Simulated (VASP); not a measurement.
**How biaxial strain in the (111) plane changes Al**

How do stress and energy of Al follow biaxial strain in the (111) plane?

Program: VASP 6.6.1. Level of theory: PBEsol; plane waves and PAW (Al), in the first sound run; inputs show where later runs differ. Results are calculated unless marked as measured.

### 1. The starting structure

The structure is cubic, space group Fm-3m (No. 225). Conventional cell: a = 4.050 Å, b = 4.050 Å, c = 4.050 Å, α = 90.00°, β = 90.00°, γ = 90.00°. Nearest to Al lie 12 Al at 2.86 Å.

Coordinates:

```xyz
1
Lattice="0.0000 2.0250 2.0250 2.0250 0.0000 2.0250 2.0250 2.0250 0.0000" Properties=species:S:1:pos:R:3 pbc="T T T"
Al    0.0000    0.0000    0.0000
```

### 2. Relax the crystal, PBEsol

The series starts from the cell that this level prefers, so that zero strain is near zero stress.

This step took 2 runs in a row; the last is shown.

Level: PBEsol; plane waves and PAW (Al).

INCAR

```
SYSTEM = Al
PREC = Accurate
ENCUT = 450
EDIFF = 1E-07
NELM = 120
ISMEAR = 1
SIGMA = 0.15
LREAL = .FALSE.
ALGO = Normal
GGA = PS
NBANDS = 7
LASPH = .TRUE.
LORBIT = 11
LWAVE = .FALSE.
LCHARG = .FALSE.
KPAR = 8
IBRION = 2
NSW = 40
ISIF = 3
EDIFFG = -0.005
POTIM = 0.4
```

POSCAR

```
Al
1.0
    0.0000000000      2.0077469266      2.0077469266
    2.0077469266      0.0000000000      2.0077469266
    2.0077469266      2.0077469266      0.0000000000
Al
1
Direct
    0.0000000000      0.0000000000      0.0000000000
```

KPOINTS

```
Automatic mesh
0
Gamma
25 25 25
0 0 0
```

PAW data sets: Al (PBE family, release 64).

On the command line:

```bash
mpirun -np 8 vasp_std
```

What it wrote:

```text
[banner, memory and clock lines left out]
running    8 mpi-ranks, on    1 nodes
[...]
|                                                                             |
|           W    W    AA    RRRRR   N    N  II  N    N   GGGG   !!!           |
|           W    W   A  A   R    R  NN   N  II  NN   N  G    G  !!!           |
|           W    W  A    A  R    R  N N  N  II  N N  N  G       !!!           |
|           W WW W  AAAAAA  RRRRR   N  N N  II  N  N N  G  GGG   !            |
|           WW  WW  A    A  R   R   N   NN  II  N   NN  G    G                |
|           W    W  A    A  R    R  N    N  II  N    N   GGGG   !!!           |
|                                                                             |
|     For optimal performance we recommend to set                             |
|       NCORE = 2 up to number-of-cores-per-socket                            |
|     NCORE specifies how many cores store one orbital (NPAR=cpu/NCORE).      |
|     This setting can greatly improve the performance of VASP for DFT.       |
[...]
|     You enforced a specific xc type in the INCAR file but a different       |
|     [... a line on the potential file left out ...]
|     I HOPE YOU KNOW WHAT YOU ARE DOING!                                     |
|                                                                             |

 LDA part: xc-table for (Slater+PW92), standard interpolation
 POSCAR, INCAR and KPOINTS ok, starting setup
[...]
entering main loop
       N       E                     dE             d eps       ncg     rms          rms(c)
DAV:   1    -0.280123152137E+01   -0.28012E+01   -0.78726E+02  6601   0.201E+02
DAV:   2    -0.411372034517E+01   -0.13125E+01   -0.12895E+01  8645   0.202E+01
DAV:   3    -0.412133603733E+01   -0.76157E-02   -0.76084E-02  8785   0.168E+00
DAV:   4    -0.412135099340E+01   -0.14956E-04   -0.14957E-04  9751   0.631E-02
[...]
DAV:   9    -0.409249865607E+01    0.70905E-06   -0.33328E-07  8610   0.292E-03    0.800E-04
DAV:  10    -0.409249842947E+01    0.22660E-06   -0.37079E-09  8799   0.412E-04    0.460E-04
DAV:  11    -0.409249842704E+01    0.24307E-08   -0.83727E-11  4452   0.523E-05
   1 F= -.40924984E+01 E0= -.40925286E+01  d E =-.409250E+01
[...]
reached required accuracy - stopping structural energy minimisation
```

The job ended after 7 s (8 MPI ranks of Intel Xeon Platinum 8375C at 2.90GHz (Ice Lake), shared host; peak memory 1.1 GiB; 41 s of CPU time).

The logs omit lines about the potential files and the build; timing stands in the text.

OUTCAR, selected parts (step 2):

```text
  Total       -0.0003737     -0.0003737     -0.0003737     -0.0000000      0.0000000      0.0000000
  in kB       -0.0369921     -0.0369921     -0.0369921     -0.0000000      0.0000000      0.0000000
  external PRESSURE =      -0.0369921 kB  Pullay stress =       0.0000000 kB

 POSITION                                       TOTAL-FORCE (eV/Angst)
 -----------------------------------------------------------------------------------
      0.00000      0.00000      0.00000         0.000000     -0.000000      0.000000
 -----------------------------------------------------------------------------------
    total drift:                                0.000000      0.000000     -0.000000

  FREE ENERGIE OF THE ION-ELECTRON SYSTEM (eV)
  ---------------------------------------------------
  free  energy   TOTEN  =        -4.0924984270 eV

  energy  without entropy=       -4.0925889665  energy(sigma->0) =       -4.09252861

 reached required accuracy - stopping structural energy minimisation

[... 3 further parts left out ...]
[key lines of the parts left out:]
E-fermi :   8.1912
```

This run gave:

```
energy(sigma→0) of the program : -4.0925 eV
stress, compression positive   : 0.00 along [111], 0.00 across it (mean), GPa
volume                         : 16.187 Å³
ionic steps                    : 1
```

### 3. Strain along the normal, PBEsol

One member in full: the plane is strained by -1 %, and the strain along the normal is moved by secant steps until the normal stress is under 0.012 GPa or five steps are spent; the atoms relax at each step.

This step took 3 runs, each at a new trial strain with the atoms of the one before; the last is shown.

Level: PBEsol; plane waves and PAW (Al).

INCAR: that of step 2 with these lines changed.

```diff
@@ -15,7 +15,7 @@
 LCHARG = .FALSE.
-KPAR = 8
-IBRION = 2
-NSW = 40
-ISIF = 3
-EDIFFG = -0.005
-POTIM = 0.4
+KPAR = 2
+IBRION = 1
+NSW = 25
+ISIF = 2
+EDIFFG = -0.004
+POTIM = 0.3
```

POSCAR

```
Al
1.0
    0.0239029130      2.0115723700      2.0115723700
    2.0115723700      0.0239029130      2.0115723700
    2.0115723700      2.0115723700      0.0239029130
Al
1
Direct
    0.0000000000      0.0000000000      0.0000000000
```

KPOINTS is that of step 2.

On the command line:

```bash
mpirun -np 2 vasp_std
```

What it wrote:

```text
[banner, memory and clock lines left out]
running    2 mpi-ranks, on    1 nodes
[...]
[... a notice as in an earlier step ...]

 LDA part: xc-table for (Slater+PW92), standard interpolation
 POSCAR, INCAR and KPOINTS ok, starting setup
[...]
entering main loop
       N       E                     dE             d eps       ncg     rms          rms(c)
DAV:   1    -0.264523506185E+01   -0.26452E+01   -0.77828E+02 21147   0.200E+02
DAV:   2    -0.411120957614E+01   -0.14660E+01   -0.13942E+01 27748   0.207E+01
DAV:   3    -0.411988630669E+01   -0.86767E-02   -0.86706E-02 28098   0.177E+00
DAV:   4    -0.411990364754E+01   -0.17341E-04   -0.17341E-04 31073   0.681E-02
[...]
DAV:   9    -0.409085604195E+01    0.70742E-06   -0.32217E-07 27615   0.291E-03    0.802E-04
DAV:  10    -0.409085582330E+01    0.21865E-06   -0.44628E-09 28259   0.406E-04    0.473E-04
DAV:  11    -0.409085581534E+01    0.79562E-08   -0.10847E-10 14224   0.663E-05
   1 F= -.40908558E+01 E0= -.40908315E+01  d E =-.409086E+01
 BRION: g(F)=  0.620E-65 g(S)=  0.000E+00
 reached required accuracy - stopping structural energy minimisation
```

The job ended after 54 s (2 MPI ranks; peak memory 0.4 GiB; 85 s of CPU time).

From OUTCAR (step 3):

```text
  Total        0.1093808      0.1093808      0.1093808     -0.0546748     -0.0546748     -0.0546748
  in kB       10.9603605     10.9603605     10.9603605     -5.4786242     -5.4786242     -5.4786242
  external PRESSURE =      10.9603605 kB  Pullay stress =       0.0000000 kB

 POSITION                                       TOTAL-FORCE (eV/Angst)
 -----------------------------------------------------------------------------------
      0.00000      0.00000      0.00000         0.000000      0.000000     -0.000000
 -----------------------------------------------------------------------------------
    total drift:                                0.000000      0.000000     -0.000000

  FREE ENERGIE OF THE ION-ELECTRON SYSTEM (eV)
  ---------------------------------------------------
  free  energy   TOTEN  =        -4.0908558153 eV

  energy  without entropy=       -4.0907829078  energy(sigma->0) =       -4.09083151

[... 1 part as in an earlier step ...]

[... 3 further parts left out ...]
[key lines of the parts left out:]
E-fermi :   8.3122
```

Numbers from this step:

| Property | Result |
| --- | --- |
| energy(sigma→0) of the program | -4.0908 eV |
| stress, compression positive | 0.00 along [111], 1.64 across it (mean), GPa |
| ionic steps | 1 |

### 4. All members

The other members went through these steps as far as the tables show, with the same cutoff and, step by step, the same mesh; 24 runs are not shown. The session took 0.76 core hours (wall time by ranks) on a shared machine.

| in-plane strain (%) | strain along the normal (%) | in-plane stress, tension positive (GPa) | energy above the unstrained row, extrapolated to no smearing (meV/atom) |
| --- | --- | --- | --- |
| -2.000 | 1.685 | -3.347 | 6.743 |
| -1.500 | 1.223 | ? | ? |
| -1.000 | 0.786 | -1.644 | 1.697 |
| -0.500 | 0.387 | -0.795 | 0.410 |
| 0 | 0.000 | 0.004 | 0.000 |
| 0.500 | -0.371 | 0.751 | 0.369 |
| 1.000 | -0.706 | 1.482 | 1.511 |
| 1.500 | -1.198 | 1.977 | 3.316 |
| 2.000 | -1.688 | 2.433 | 5.526 |

### 5. A fit to the known rows

A least-squares parabola through the 8 rows shown, with e the strain in %: stress = − 0.1168 e² + 1.474 e + 0.01737 (GPa), r.m.s. residual 0.057 GPa.

For the withheld row, e = -1.5, the fit gives -2.456 GPa.

### 6. Checking the prediction

The calculation gives -2.487 GPa, so the prediction is 0.031 GPa too high, within twice the residual of the fit.

Slopes at zero strain, from cubics through all rows: strain ratio -0.736, stress over strain 157 GPa.

### 7. What came out

| Item | Value |
| --- | --- |
| error of the predicted stress | 0.031 GPa |
| ratio of normal to in-plane strain | -0.736 |
| biaxial modulus | 157 GPa |

What this shows: As a check, the curvature of the energy gives 163 GPa for the same modulus (energy per volume = M × strain²), 4 % from the slope of the stress; these energies are extrapolated to no smearing, while the stress belongs to the free energy, so part of the difference may come from that. These are static values: temperature and zero-point motion are left out. In a metal the slopes also depend on mesh and smearing, which were held through the series.

[Lines on the potential files, build, host, timing and source positions are cut from VASP's logs without a mark.]

[Logs are printed without paths, hosts, clocks, repeated set-up lines and the standing remarks that a program may print on its own settings, such as how far it seeks lower states.]

[Hosts, paths, dates, database ids (printed as entryN), source tags and the programs' standing remarks are cut or masked in the printed files.]

[In band tables of VASP the shares of atoms and orbitals are scaled to a sum of 1 inside the atoms' spheres.]
